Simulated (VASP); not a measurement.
## ZnO (space group P4_2/mnm): computed properties

Method: r2SCAN meta-GGA, VASP's PBE PAW potentials (set 64) (plane waves; VASP).

space group: P4_2/mnm (136)
cell: a = b = 5.521 Å, c = 3.261 Å, α = β = γ = 90.00°
volume per atom: 12.43 Å³/atom
band gap (over mesh and band path): 1.20 eV
smallest direct gap (over mesh and band path): 1.20 eV
band-edge character: direct, Γ to Γ
density: 5.44 g/cm³

```yaml
crystal:
  lattice:
    - [5.52086, 0.00000, 0.00000]
    - [0.00000, 5.52086, 0.00000]
    - [0.00000, 0.00000, 3.26137]
  atoms:
    - { symbol: Zn, position: [0.18175, 0.18175, 0.50000] }
    - { symbol: Zn, position: [0.81825, 0.81825, 0.50000] }
    - { symbol: Zn, position: [0.31825, 0.68175, 0.00000] }
    - { symbol: Zn, position: [0.68175, 0.31825, 0.00000] }
    - { symbol: O, position: [0.81725, 0.18275, 0.50000] }
    - { symbol: O, position: [0.18275, 0.81725, 0.50000] }
    - { symbol: O, position: [0.31725, 0.31725, 0.00000] }
    - { symbol: O, position: [0.68275, 0.68275, 0.00000] }
```

The structure comes from a computed database's ZnO entry (P4_2/mnm); how it stands against other phases isn't given here. It was relaxed first. Symmetry was kept, so distortions that lower it aren't found.
